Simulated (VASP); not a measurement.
Write the native input for VASP 6.6.1 that does the following.

* Task: relaxation of cell and atoms
* Functional: PBE
* Potentials or basis: VASP PAW PBE potentials, release 64 (Hf_pv, Sn_d, S)
* Cutoff: 520 eV
* k mesh: 10 × 10 × 2
* Occupations: gaussian, width 0.1 eV
* Spin: no spin polarisation
* Further INCAR settings: ALGO = Normal; EDIFF = 1e-06; IBRION = 2; EDIFFG = -0.01; NSW = 90; ISIF = 3

The structure of Hf3SnS4 lies in POSCAR:

```
Hf3SnS4
1.0
    3.5658932200      0.0000000000      0.0000000000
   -1.7829466100      3.0881541200      0.0000000000
    0.0000000000      0.0000000000     17.1670000000
Hf Sn S
3 1 4
Direct
    0.6666666700      0.3333333300      0.0004077600
    0.3333333300      0.6666666700      0.3673326700
    0.3333333300      0.6666666700      0.6321430700
    0.0000000000      0.0000000000      0.4997378700
    0.0000000000      0.0000000000      0.9141958400
    0.3333333300      0.6666666700      0.0866196800
    0.6666666700      0.3333333300      0.2850818400
    0.6666666700      0.3333333300      0.7145104000
```

The cell was built by a generator and needn't be a form met in nature.

These files were run (other wordings do the same):

INCAR

```
PREC = Accurate ; ENCUT = 520
EDIFF = 1E-6 ; ISMEAR = 0
SIGMA = 0.1 ; LREAL = F
LASPH = T ; NELM = 120
ALGO = Normal ; ISIF = 3
LWAVE = F ; LCHARG = F
GGA = PE ; IBRION = 2
NSW = 90 ; EDIFFG = -0.01
KPAR = 4
```

KPOINTS

```
regular mesh
0
Gamma
  10 10 2
```

Potentials or basis: VASP PAW PBE potentials, release 64 (Hf_pv, Sn_d, S).

The run is started by

```console
$ cat potpaw_PBE.64/Hf_pv/POTCAR potpaw_PBE.64/Sn_d/POTCAR potpaw_PBE.64/S/POTCAR > POTCAR
$ mpirun -np 4 vasp_std > vasp.out
```

Results of the run:

```
Relaxed volume                         : 24.69 Å³/atom
Relaxed cell                           : a = 3.610 Å, b = 3.610 Å, c = 17.493 Å, α = 90.00°, β = 90.00°, γ = 120.00°
Space group after relaxing (to 0.05 Å) : P3m1 (No. 156)
Energy gained by relaxing              : 5.3 meV/atom
Ionic steps                            : 32
Pressure after relaxing                : 0.0 GPa
Largest force after relaxing           : 0.007 eV/Å
Band gap on the k mesh                 : none (metal or under the smearing width)
```

Caveat: this functional lacks dispersion, which binds the layers, so the pressure and a relaxed spacing across them are unreliable.

It took 33 min on 4 MPI ranks on Intel(R) Xeon(R) Platinum 8488C (Sapphire Rapids), on a shared host, peak memory 0.47 GiB a rank.
